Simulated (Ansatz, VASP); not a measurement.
# Lu3SnC: VASP beside Ansatz

Aim: how closely do two programs agree when they are given the same cell, functional and k mesh? The cell is taken from a series of runs on this material, whose earlier steps may have relaxed, scaled, displaced or heated it; both programs get it as it stands.

Calculated with Ansatz 0.2.0; plane waves, with VASP 6.6.1 beside it; relaxation of cell and atoms at PBEsol.

### 1. Set-up

Symmetry: Pm-3m, No. 221, cubic system. Conventional cell: a = 4.684 Å, b = 4.684 Å, c = 4.684 Å, α = 90.00°, β = 90.00°, γ = 90.00°. Nearest to Lu lie 2 C at 2.34 Å and 8 Lu at 3.31 Å and 4 Sn at 3.31 Å. Nearest to Sn lie 12 Lu at 3.31 Å. Nearest to C lie 6 Lu at 2.34 Å. Farther neighbours are not listed.

### 2. VASP: relaxation of cell and atoms, PBEsol

The relaxed volume is the usual yardstick between codes: in a stiff, nearly cubic crystal its relative difference is about their pressure difference at one cell divided by the bulk modulus.

Lines of VASP's logs that name or quote its potential files are left out, and so is its time.

Contents of INCAR:

```
SYSTEM = Lu3SnC
PREC = Accurate
ENCUT = 600
EDIFF = 1E-07
NELM = 120
ISMEAR = 1
SIGMA = 0.2
LREAL = .FALSE.
ALGO = Normal
GGA = PS
NBANDS = 28
LORBIT = 11
LWAVE = .FALSE.
LCHARG = .FALSE.
ISIF = 3
IBRION = 2
NSW = 80
EDIFFG = -0.005
LASPH = .TRUE.
GGA_COMPAT = .FALSE.
NELMIN = 4
KPAR = 2
```

Contents of POSCAR:

```
Lu3SnC
1.0
    4.6840540000      0.0000000000      0.0000000000
    0.0000000000      4.6840540000      0.0000000000
    0.0000000000      0.0000000000      4.6840540000
Lu Sn C
3 1 1
Direct
    0.5000000000      0.0000000000      0.5000000000
    0.5000000000      0.5000000000      0.0000000000
    0.0000000000      0.5000000000      0.5000000000
    0.0000000000      0.0000000000      0.0000000000
    0.5000000000      0.5000000000      0.5000000000
```

Contents of KPOINTS:

```
Automatic mesh
0
Gamma
8 8 8
0 0 0
```

The projector-augmented-wave data sets are Lu_3, Sn_d and C (PBE family, release 64).

Started as:

```bash
mpirun -np 2 vasp_std
```

Numbers of over 12 decimals in the logs are rounded to 6 here.

Output:

```text
[banner, memory and clock lines left out]
running    2 mpi-ranks, on    1 nodes
 distrk:  each k-point on    1 cores,    2 groups
 distr:  one band on    1 cores,    1 groups

 POSCAR found type information on POSCAR LuSnC
 POSCAR found :  3 types and       5 ions
|                                                                             |
|               ----> ADVICE to this user running VASP <----                  |
|                                                                             |
|     You enforced a specific xc type in the INCAR file but a different       |
|     [... a line on the potential file left out ...]
|     I HOPE YOU KNOW WHAT YOU ARE DOING!                                     |
|                                                                             |

 LDA part: xc-table for (Slater+PW92), standard interpolation
 POSCAR, INCAR and KPOINTS ok, starting setup
 FFT: planning ... GRIDC
 FFT: planning ... GRID_SOFT
 FFT: planning ... GRID
 WAVECAR not read
 entering main loop
       N       E                     dE             d eps       ncg     rms          rms(c)
DAV:   1     0.351977759833E+03    0.35198E+03   -0.21182E+04  3340   0.208E+03
DAV:   2     0.572534630500E+01   -0.34625E+03   -0.33965E+03  3860   0.110E+03
DAV:   3    -0.324861117592E+02   -0.38211E+02   -0.36281E+02  3812   0.259E+02
DAV:   4    -0.361889778980E+02   -0.37029E+01   -0.34679E+01  3540   0.492E+01
DAV:   5    -0.364694862357E+02   -0.28051E+00   -0.26947E+00  3872   0.142E+01    0.445E+01
DAV:   6    -0.321574884094E+02    0.43120E+01   -0.25905E+01  3080   0.255E+01    0.314E+01
DAV:   7    -0.321848565781E+02   -0.27368E-01   -0.21152E+00  3520   0.912E+00    0.160E+01
DAV:   8    -0.321847664841E+02    0.90094E-04   -0.23709E-01  3384   0.437E+00    0.175E+00
DAV:   9    -0.321756820193E+02    0.90845E-02   -0.71810E-02  3368   0.169E+00    0.427E-01
DAV:  10    -0.321754658318E+02    0.21619E-03   -0.10981E-02  3328   0.904E-01    0.800E-02
DAV:  11    -0.321752165138E+02    0.24932E-03   -0.15018E-03  3440   0.337E-01    0.331E-02
DAV:  12    -0.321752567011E+02   -0.40187E-04   -0.46045E-04  3456   0.128E-01    0.451E-02
DAV:  13    -0.321752272336E+02    0.29467E-04   -0.17017E-04  3296   0.831E-02    0.143E-02
DAV:  14    -0.321752284315E+02   -0.11979E-05   -0.16964E-05  3256   0.322E-02    0.321E-03
DAV:  15    -0.321752284171E+02    0.14445E-07   -0.68812E-07  2320   0.125E-02
   1 F= -.32175228E+02 E0= -.32174610E+02  d E =-.321752E+02
 curvature:   0.00 expect dE= 0.000E+00 dE for cont linesearch  0.000E+00
 trial: gam= 0.00000 g(F)=  0.000E+00 g(S)=  0.446E-02 ort = 0.000E+00 (trialstep = 0.100E+01)
 search vector abs. value=  0.446E-02
 bond charge predicted
       N       E                     dE             d eps       ncg     rms          rms(c)
DAV:   1    -0.322028524254E+02   -0.27624E-01   -0.78222E-01  2336   0.181E+01    0.157E+00
DAV:   2    -0.321836845124E+02    0.19168E-01   -0.70112E-02  3356   0.423E+00    0.573E-01
DAV:   3    -0.321761568563E+02    0.75277E-02   -0.12176E-02  3296   0.202E+00    0.163E-01
DAV:   4    -0.321756503881E+02    0.50647E-03   -0.17970E-03  3592   0.659E-01    0.123E-01
DAV:   5    -0.321755909083E+02    0.59480E-04   -0.14342E-04  3236   0.162E-01    0.418E-02
DAV:   6    -0.321755809763E+02    0.99320E-05   -0.25369E-05  3568   0.938E-02    0.134E-02
DAV:   7    -0.321755808734E+02    0.10294E-06   -0.50484E-06  3184   0.168E-02    0.358E-03
DAV:   8    -0.321755808885E+02   -0.15063E-07   -0.73973E-07  2648   0.963E-03
   2 F= -.32175581E+02 E0= -.32174982E+02  d E =-.352471E-03
 trial-energy change:   -0.000352  1 .order   -0.000351   -0.004455    0.003754
 step:   0.5427(harm=  0.5427)  dis= 0.00000  next Energy=   -32.176437 (dE=-0.121E-02)
 bond charge predicted
       N       E                     dE             d eps       ncg     rms          rms(c)
DAV:   1    -0.321821533625E+02   -0.65725E-02   -0.16300E-01  2304   0.832E+00    0.719E-01
DAV:   2    -0.321781037192E+02    0.40496E-02   -0.14875E-02  3340   0.196E+00    0.261E-01
DAV:   3    -0.321765475714E+02    0.15561E-02   -0.25128E-03  3328   0.924E-01    0.752E-02
DAV:   4    -0.321764457912E+02    0.10178E-03   -0.36811E-04  3528   0.299E-01    0.567E-02
DAV:   5    -0.321764379702E+02    0.78209E-05   -0.30596E-05  3284   0.754E-02    0.193E-02
DAV:   6    -0.321764381673E+02   -0.19703E-06   -0.53255E-06  3468   0.433E-02    0.607E-03
DAV:   7    -0.321764380846E+02    0.82640E-07   -0.10657E-06  2800   0.896E-03    0.166E-03
DAV:   8    -0.321764380256E+02    0.59014E-07   -0.83603E-08  1376   0.561E-03
   3 F= -.32176438E+02 E0= -.32175829E+02  d E =-.120961E-02
 curvature:  -0.27 expect dE=-0.798E-07 dE for cont linesearch -0.798E-07
 trial: gam= 0.00000 g(F)=  0.274E-67 g(S)=  0.294E-06 ort =-0.362E-04 (trialstep = 0.909E+00)
 search vector abs. value=  0.294E-06
 reached required accuracy - stopping structural energy minimisation
```

Parts of OUTCAR (step 2):

```text
ion  position               nearest neighbor table
   1  0.500  0.000  0.500-   5 2.34   5 2.34   4 3.31   2 3.31   2 3.31   4 3.31   2 3.31   3 3.31
                             3 3.31   2 3.31   3 3.31   4 3.31   4 3.31   3 3.31
   2  0.500  0.500  0.000-   5 2.34   5 2.34   4 3.31   1 3.31   1 3.31   3 3.31   3 3.31   1 3.31
                             4 3.31   1 3.31   3 3.31   4 3.31   3 3.31   4 3.31
   3  0.000  0.500  0.500-   5 2.34   5 2.34   4 3.31   1 3.31   2 3.31   4 3.31   1 3.31   4 3.31
                             4 3.31   1 3.31   2 3.31   2 3.31   2 3.31   1 3.31
   4  0.000  0.000  0.000-   1 3.31   2 3.31   3 3.31   1 3.31   3 3.31   2 3.31   3 3.31   3 3.31
                             1 3.31   2 3.31   1 3.31   2 3.31
   5  0.500  0.500  0.500-   1 2.34   2 2.34   3 2.34   2 2.34   1 2.34   3 2.34

  LATTYP: Found a simple cubic cell.
 ALAT       =     4.6840540000

 Subroutine GETGRP returns: Found 48 space group operations
 (whereof 48 operations were pure point group operations)

The static configuration has the point symmetry O_h .

 Found     35 irreducible k-points:

   k-points           NKPTS =     35   k-points in BZ     NKDIM =     35   number of bands    NBANDS=     28

   dimension x,y,z NGX =    40 NGY =   40 NGZ =   40
   dimension x,y,z NGXF=    80 NGYF=   80 NGZF=   80

   ENCUT  =  600.0 eV  44.10 Ry    6.64 a.u.   9.36  9.36  9.36*2*pi/ulx,y,z

   NELECT =      45.0000    total number of electrons

 k-points in reciprocal lattice and weights: Automatic mesh
   0.00000000  0.00000000  0.00000000       0.002
   0.12500000  0.00000000  0.00000000       0.012
   0.25000000  0.00000000  0.00000000       0.012
   0.37500000  0.00000000  0.00000000       0.012
   0.50000000  0.00000000  0.00000000       0.006
   0.12500000  0.12500000  0.00000000       0.023
   0.25000000  0.12500000  0.00000000       0.047
   0.37500000  0.12500000  0.00000000       0.047
   0.50000000  0.12500000  0.00000000       0.023
[...]
0.50000000  0.50000000  0.37500000       0.012
   0.50000000  0.50000000  0.50000000       0.002

 average (electrostatic) potential at core
       1 -29.6096       2 -29.6096       3 -29.6096       4-101.1899       5 -48.6187

 E-fermi :   5.3548

 k-point     1 :       0.0000    0.0000    0.0000
  band No.  band energies     occupation
    ...
     20       3.8261      2.00000
     21       3.8261      2.00000
     22       4.6925      2.00003
     23       4.6925      2.00003
     24       4.6925      2.00003
     25       5.8622     -0.00196
     26       5.8622     -0.00196
     27       5.8622     -0.00196
     28       7.2399     -0.00000

 k-point     2 :       0.1250    0.0000    0.0000
  band No.  band energies     occupation
    ...
     21       4.2794      2.00000
     22       4.3983      2.00000
     23       4.3983      2.00000
     24       4.7529      2.00018
     25       5.2886      1.52786
     26       6.2969     -0.00000
     27       6.2969     -0.00000
     28       7.9637     -0.00000

 k-point     3 :       0.2500    0.0000    0.0000
  band No.  band energies     occupation
    ...
     20       3.6563      2.00000
     21       3.9901      2.00000
     22       3.9901      2.00000
     23       4.3585      2.00000
     24       4.9182      2.00847
     25       5.5003      0.06185
     26       7.0995     -0.00000
     27       7.0995     -0.00000
     28       8.0485     -0.00000

  Total       -0.0031870     -0.0031870     -0.0031870      0.0000000     -0.0000000      0.0000000
  in kB       -0.0493797     -0.0493797     -0.0493797      0.0000000     -0.0000000      0.0000000
  external PRESSURE =      -0.0493797 kB  Pullay stress =       0.0000000 kB

  energy-cutoff  :      600.00
  volume of cell :      103.40
      direct lattice vectors                 reciprocal lattice vectors
     4.693677269  0.000000000 -0.000000000     0.213052569 -0.000000000  0.000000000
     0.000000000  4.693677269  0.000000000    -0.000000000  0.213052569 -0.000000000
    -0.000000000  0.000000000  4.693677269     0.000000000 -0.000000000  0.213052569

 POSITION                                       TOTAL-FORCE (eV/Angst)
 -----------------------------------------------------------------------------------
      2.34684      0.00000      2.34684         0.000000     -0.000000      0.000000
      2.34684      2.34684     -0.00000        -0.000000      0.000000      0.000000
      0.00000      2.34684      2.34684        -0.000000     -0.000000      0.000000
      0.00000      0.00000      0.00000        -0.000000     -0.000000      0.000000
      2.34684      2.34684      2.34684         0.000000      0.000000      0.000000
 -----------------------------------------------------------------------------------
    total drift:                               -0.000000     -0.000000     -0.000000

  FREE ENERGIE OF THE ION-ELECTRON SYSTEM (eV)
  ---------------------------------------------------
  free  energy   TOTEN  =       -32.1764380256 eV

  energy  without entropy=      -32.1746105016  energy(sigma->0) =      -32.17582885

 reached required accuracy - stopping structural energy minimisation

 total charge
# of ion       s       p       d       tot
------------------------------------------
    1        0.415   6.673   1.157   8.245
    2        0.415   6.673   1.157   8.245
    3        0.415   6.673   1.157   8.245
    4        1.099   1.332   9.951  12.382
    5        0.878   1.481   0.000   2.359
--------------------------------------------------
tot          3.223  22.832  13.421  39.476

[... 3 further parts left out ...]
```

CONTCAR:

```
Lu3SnC
   1.00000000000000
     4.6936772690232820    0.0000000000000000   -0.0000000000000000
     0.0000000000000000    4.6936772690232820    0.0000000000000000
    -0.0000000000000000    0.0000000000000000    4.6936772690232820
  Lu              Sn              C
     3     1     1
Direct
     0.5000000000000000    0.0000000000000000    0.5000000000000000
     0.5000000000000000    0.5000000000000000    0.0000000000000000
     0.0000000000000000    0.5000000000000000    0.5000000000000000
     0.0000000000000000    0.0000000000000000    0.0000000000000000
     0.5000000000000000    0.5000000000000000    0.5000000000000000
```

The data set Lu_3 holds the 4f electrons frozen in the core, so no f bands or f moments appear.

[end of part 1 of 2]

[Lines on the potential files, build, host, timing and source positions are cut from VASP's logs without a mark.]

[Logs are printed without paths, hosts, clocks, repeated set-up lines and the standing remarks that a program may print on its own settings, such as how far it seeks lower states.]

[Hosts, paths, dates, database ids (printed as entryN), source tags and the programs' standing remarks are cut or masked in the printed files.]
